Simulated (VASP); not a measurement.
TaMo2C3: phonons with PBE

Crystal: TaMo2C3.

```
Ta Mo C
1.0
     3.04188    0.00000    0.00000
    -1.52094    2.63435    0.00000
     0.00000    0.00000   15.98342
Ta Mo C
2 4 6
Direct
  0.00000 0.00000 0.00000
  0.00000 0.00000 0.50000
  0.33333 0.66667 0.66274
  0.33333 0.66667 0.83726
  0.66667 0.33333 0.16274
  0.66667 0.33333 0.33726
  0.66667 0.33333 0.91676
  0.33333 0.66667 0.08324
  0.66667 0.33333 0.75000
  0.66667 0.33333 0.58324
  0.33333 0.66667 0.41676
  0.33333 0.66667 0.25000
```

The cell was built by a generator and needn't be a form met in nature.

```yaml
Program: VASP 6.6.1
Task: phonons
Functional: PBE
Potentials_or_basis: VASP PAW PBE potentials, release 64 (Ta_pv, Mo_sv, C)
Cutoff: 520 eV
k_mesh: 10 × 10 × 2
Occupations: gaussian, width 0.1 eV
Spin: no spin polarisation
By_perturbation_theory: no
Further_INCAR_settings: ALGO = Normal; EDIFF = 1e-08; IBRION = 6; POTIM = 0.015; NSW = 1
```

| Quantity | Value |
| --- | --- |
| Highest phonon frequency at Γ, LO-TO splitting left out | 720 cm⁻¹ |

Step by step:
```csv
step,energy change (eV),largest force (eV/Å),pressure (GPa),volume (Å³)
1,0.0000,0.0156,0.00,128.08
2,-0.0001,0.0089,0.03,128.08
3,-0.0001,0.0083,0.03,128.08
4,-0.0001,0.0018,-0.05,128.11
5,-0.0001,0.0037,-0.03,128.10
6,-0.0001,0.0023,0.03,128.08
7,-0.0001,0.0005,0.01,128.09
```

Phonon frequencies in cm⁻¹ (negative: imaginary):
| q point | frequencies |
| --- | --- |
| (0.000, 0.000, 0.000) | 0 0 0 65 65 106 106 118 118 138 165 166 166 177 177 203 300 300 485 485 492 492 514 530 566 566 578 578 628 628 629 629 642 680 693 720 |

Wall time 24 min on 8 MPI ranks on Intel(R) Xeon(R) Platinum 8488C (Sapphire Rapids) (shared host), peak memory 1.1 GiB a rank.

The run has no spin-orbit coupling, so splittings on Ta are missing.
